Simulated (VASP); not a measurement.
The system is TiMoSe4.

```xyz
6
Lattice="0.0000 4.2713 4.2713 4.2713 0.0000 4.2713 4.2713 4.2713 0.0000" Properties=species:S:1:pos:R:3 pbc="T T T"
Ti    6.4069    6.4069    6.4069
Mo    0.0000    0.0000    0.0000
Se    3.2019    5.3406    5.3406
Se    5.3406    5.3406    3.2019
Se    5.3406    3.2019    5.3406
Se    3.2019    3.2019    3.2019
```

The cell was built by a generator and needn't be a form met in nature.

- Program: VASP 6.6.1
- Task: relaxation of cell and atoms
- Functional: PBE
- Potentials or basis: VASP PAW PBE potentials, release 64 (Ti_sv, Mo_sv, Se)
- Cutoff: 520 eV
- k mesh: 3 × 3 × 3
- Occupations: gaussian, width 0.15 eV
- Spin: no spin polarisation

At the start: pressure -37.5 GPa; volume 25.97 Å³/atom.

**Question.** Where does the relaxation end?

**Answer.** Over 8 steps the energy falls by 2734.4 meV/atom and the volume is 19.21 Å³/atom (-26.0 %); space group F-43m (No. 216, to 0.05 Å).

Step by step:
| step | energy change (eV) | largest force (eV/Å) | pressure (GPa) | volume (Å³) |
| --- | --- | --- | --- | --- |
| 1 | 0.0000 | 0.0401 | -37.45 | 155.85 |
| 2 | 14.9296 | 0.7136 | 325.40 | 55.10 |
| 3 | -4.6282 | 0.5967 | 27.57 | 101.62 |
| 4 | -16.0375 | 0.0122 | -2.35 | 117.53 |
| 5 | -16.4032 | 0.1337 | -0.53 | 116.04 |
| 6 | -16.4052 | 0.1326 | -0.14 | 115.32 |
| 7 | -16.4045 | 0.1383 | 0.40 | 114.59 |
| 8 | -16.4067 | 0.0106 | -0.06 | 115.28 |

Final structure:
```
Ti Mo Se
1.0
     0.00000    3.86284    3.86284
     3.86284    0.00000    3.86284
     3.86284    3.86284    0.00000
Ti Mo Se
1 1 4
Cartesian
  5.7943 5.7943 5.7943
  3.8628 3.8628 7.7257
  2.8992 4.8265 4.8265
  4.8265 4.8265 2.8992
  4.8265 2.8992 4.8265
  2.8992 2.8992 2.8992
```

Caveat: the k mesh is coarse (spacing up to 0.42 Å⁻¹), so the values aren't converged; the volume moved by over 15 % at a fixed basis, so the end points are rough.
